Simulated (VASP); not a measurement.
A convergence study with VASP on C (graphite): one setting is varied, all else stays as given below, so the limit is that of these other settings.

```yaml
crystal:
  lattice:
    - [1.23000, -2.13042, 0.00000]
    - [1.23000, 2.13042, 0.00000]
    - [0.00000, 0.00000, 6.71000]
  atoms:
    - { symbol: C, position: [0.00000, 0.00000, 0.25000] }
    - { symbol: C, position: [0.00000, 0.00000, 0.75000] }
    - { symbol: C, position: [0.33333, 0.66667, 0.25000] }
    - { symbol: C, position: [0.66667, 0.33333, 0.75000] }
```

The numbers are results of PBEsol GGA, VASP's PBE PAW potentials (set 64) (plane waves; VASP 6.6.1), not measurements. The tightest run used: 700 eV cut-off, 20×20×6 Monkhorst-Pack mesh, first-order Methfessel-Paxton smearing of 0.10 eV, potentials C.

| setting | E (eV/atom) | pressure (GPa) | irreducible k-points |
|---|---|---|---|
| 1×1×1 mesh | -6.1004 | 27.98 | 1 |
| 2×2×1 mesh | -9.9760 | -3.25 | 2 |
| 3×3×1 mesh | -9.3976 | 2.42 | 3 |
| 4×4×1 mesh | -9.6221 | 1.04 | 6 |
| 5×5×2 mesh | -9.6399 | 0.14 | 5 |
| 6×6×2 mesh | -9.6533 | 0.03 | 12 |
| 7×7×2 mesh | -9.6545 | 0.00 | 8 |
| 8×8×2 mesh | -9.6493 | 0.08 | 20 |
| 9×9×3 mesh | -9.6446 | 0.12 | 24 |

### Question
These are the cheaper rows. Estimate the results at 20×20×6 mesh, and how far the last row shown lies from them.

### Answer

| quantity | tightest run | last row shown is off by |
|---|---|---|
| E (eV/atom) | -9.6491 | 0.0045 |
| pressure (GPa) | 0.08 | 0.04 |

Left out are rungs that failed or repeat a setting and relaxations that didn't move; long series are thinned to 24 rows.

The compound is C in the graphite structure. The cell was not relaxed at this level.
